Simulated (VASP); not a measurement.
Here is the system:

```cif
data_Pb4
_chemical_formula_sum 'Pb4'
_space_group_name_H-M_alt 'Fm-3m'
_space_group_IT_number 225
_space_group_name_Hall '-F 4 2 3'
_cell_length_a 4.98890
_cell_length_b 4.98890
_cell_length_c 4.98890
_cell_angle_alpha 90.000
_cell_angle_beta 90.000
_cell_angle_gamma 90.000
loop_
_atom_site_label
_atom_site_type_symbol
_atom_site_symmetry_multiplicity
_atom_site_Wyckoff_symbol
_atom_site_fract_x
_atom_site_fract_y
_atom_site_fract_z
_atom_site_occupancy
Pb1 Pb 4 a 0.00000 0.00000 0.00000 1
```
(The calculation used a cell of 1 atom; values per cell refer to that cell.)

Computed with rev-vdW-DF2, VASP's PBE PAW potentials (set 64) (plane waves; VASP). Run with 520 eV cut-off, 13×13×13 Γ-centred mesh, first-order Methfessel-Paxton smearing of 0.10 eV, potentials Pb_d.

Problem. Give the energy at these volumes per atom, relative to the lowest: 29.02, 29.95, 30.87, 31.80, 32.73 Å³.

Solution. 20.2, 5.4, 0.0, 2.2, 10.4 meV/atom. A third-order Birch-Murnaghan fit gives B0 = 42.0 GPa and B0′ = 6.4.

Measured: bulk modulus 47.0 GPa at 0 K (computed value off by -10.5 %), as given by H. Levämäki et al., Physical Review B (2014), arXiv:1402.3671 [corrected for temperature and zero-point phonon effects]; a 4.902 Å at 0 K (computed value off by +1.8 %), as given by Gábor I. Csonka et al., Physical Review B (2009), arXiv:0903.4037 [low-temperature or extrapolated to 0 K; zero-point anharmonic expansion removed].

The compound is Pb in the fcc structure. It was relaxed first.
